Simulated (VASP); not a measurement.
All values below come from PBEsol GGA, VASP's PBE PAW potentials (set 64) (plane waves; VASP).

The input files of a VASP run:

### INCAR
```
ALGO = Normal
EDIFF = 1E-7
EDIFFG = -0.01
ENCUT = 520
GGA = PS
IBRION = 2
ISIF = 4
ISMEAR = 0
LASPH = T
LCHARG = F
LMAXMIX = 4
LREAL = F
LWAVE = F
NELM = 100
NSW = 30
PREC = Accurate
SIGMA = 0.05
SYSTEM = ZnS
```

File KPOINTS:
```
Automatic mesh
0
Gamma
7 7 4
0 0 0
```

**POSCAR**
```
ZnS
1.0
  1.9310763532  -3.3447223148   0.0000000000
  1.9310763532   3.3447223148   0.0000000000
  0.0000000000   0.0000000000   6.3281505962
Zn S
2 2
Cartesian
  1.9310763532  -1.1149096681   3.1651256838
  1.9310763532   1.1149096681   0.0010503857
  1.9310763532  -1.1149096681   5.5360813860
  1.9310763532   1.1149096681   2.3720060879
```

POTCAR, in this order: Zn S (PBE.64 set). Program: vasp_std.

Output

OSZICAR:
```
       N       E                     dE             d eps       ncg     rms          rms(c)
DAV:   1     0.233493361547E+03    0.23349E+03   -0.17553E+04  1056   0.195E+03
DAV:   2     0.693400695916E+01   -0.22656E+03   -0.22106E+03  1092   0.379E+02
DAV:   3    -0.153712724483E+02   -0.22305E+02   -0.22209E+02  1254   0.119E+02
DAV:   4    -0.159012419604E+02   -0.52997E+00   -0.52922E+00  1242   0.190E+01
DAV:   5    -0.159107943965E+02   -0.95524E-02   -0.95516E-02  1292   0.251E+00    0.910E+00
DAV:   6    -0.150932887354E+02    0.81751E+00   -0.21564E+00  1574   0.459E+01    0.707E+00
DAV:   7    -0.151228366939E+02   -0.29548E-01   -0.17237E+00  1134   0.779E+00    0.306E+00
DAV:   8    -0.151061047242E+02    0.16732E-01   -0.97649E-02  1478   0.443E+00    0.944E-01
DAV:   9    -0.151056751514E+02    0.42957E-03   -0.17054E-02  1462   0.258E+00    0.223E-01
DAV:  10    -0.151058384899E+02   -0.16334E-03   -0.13263E-03  1212   0.360E-01    0.155E-01
DAV:  11    -0.151059840097E+02   -0.14552E-03   -0.22020E-04  1202   0.185E-01    0.819E-02
DAV:  12    -0.151059777451E+02    0.62646E-05   -0.50481E-05  1316   0.143E-01    0.145E-02
DAV:  13    -0.151059788585E+02   -0.11133E-05   -0.75085E-06  1236   0.164E-02    0.743E-03
DAV:  14    -0.151059793818E+02   -0.52338E-06   -0.72161E-07  1138   0.640E-03    0.264E-03
DAV:  15    -0.151059793797E+02    0.21641E-08   -0.78224E-08   924   0.526E-03
   1 F= -.15105979E+02 E0= -.15105979E+02  d E =-.151060E+02
```

**OUTCAR**
```
------------------------ aborting loop because EDIFF is reached ----------------------------------------
  FORCE on cell =-STRESS in cart. coord.  units (eV):
  Direction    XX          YY          ZZ          XY          YZ          ZX
  --------------------------------------------------------------------------------------
  Total       -2.0602393     -2.0602393     -2.0437064      0.0000000      0.0000000     -0.0000000
  in kB      -40.3795936    -40.3795926    -40.0555565      0.0000000      0.0000000     -0.0000000
  external PRESSURE =     -40.2715809 kB  Pullay stress =       0.0000000 kB
  volume of cell :       81.75
      direct lattice vectors                 reciprocal lattice vectors
     1.931076353 -3.344722315  0.000000000     0.258922957 -0.149489241  0.000000000
     1.931076353  3.344722315  0.000000000     0.258922957  0.149489241  0.000000000
     0.000000000  0.000000000  6.328150596     0.000000000  0.000000000  0.158024052
  FREE ENERGIE OF THE ION-ELECTRON SYSTEM (eV)
  ---------------------------------------------------
  free  energy   TOTEN  =       -15.1059793797 eV

  energy  without entropy=      -15.1059793797  energy(sigma->0) =      -15.10597938

 reached required accuracy - stopping structural energy minimisation
```
(Selected blocks of OUTCAR.)

### OUTCAR
```
 val. band max:        1.7085514203   @ k =   0.0000   0.0000   0.0000

 cond. band min:       3.6037850162   @ k =   0.0000   0.0000   0.0000


 Fermi energy:         1.9535542080

 k-point     1 :       0.0000    0.0000    0.0000
  band No.  band energies     occupation
      1     -11.2285      2.00000
      2     -10.3425      2.00000
      3      -4.5312      2.00000
      4      -4.5196      2.00000
      5      -4.5196      2.00000
      6      -4.4439      2.00000
      7      -4.4439      2.00000
      8      -4.1141      2.00000
      9      -4.1141      2.00000
     10      -4.0429      2.00000
     11      -4.0429      2.00000
     12      -3.8941      2.00000
     13      -3.4466      2.00000
     14       0.8571      2.00000
     15       0.8572      2.00000
     16       1.6380      2.00000
     17       1.7085      2.00000
     18       1.7086      2.00000
     19       3.6038      0.00000
     20       4.6173      0.00000
     21       7.9489      0.00000
     22       7.9490      0.00000

 k-point     2 :       0.1429    0.0000    0.0000
  band No.  band energies     occupation
      1     -11.0995      2.00000
      2     -10.2721      2.00000
      3      -4.5292      2.00000
      4      -4.5034      2.00000
      5      -4.4953      2.00000
      6      -4.4279      2.00000
      7      -4.4082      2.00000
      8      -4.1303      2.00000
      9      -4.1143      2.00000
     10      -4.0945      2.00000
     11      -4.0374      2.00000
     12      -3.8549      2.00000
     13      -3.2616      2.00000
     14      -0.0846      2.00000
     15       0.5682      2.00000
     16       0.6370      2.00000
     17       1.4672      2.00000
     18       1.5480      2.00000
     19       4.5691      0.00000
     20       5.4316      0.00000
     21       7.4481      0.00000
     22       8.3016      0.00000

 k-point     3 :       0.2857    0.0000    0.0000
  band No.  band energies     occupation
      1     -10.7682      2.00000
...
```

The compound is ZnS in the wurtzite structure, the high-temperature form. This cell is one point of a volume scan, at 1.06 of the reference volume.
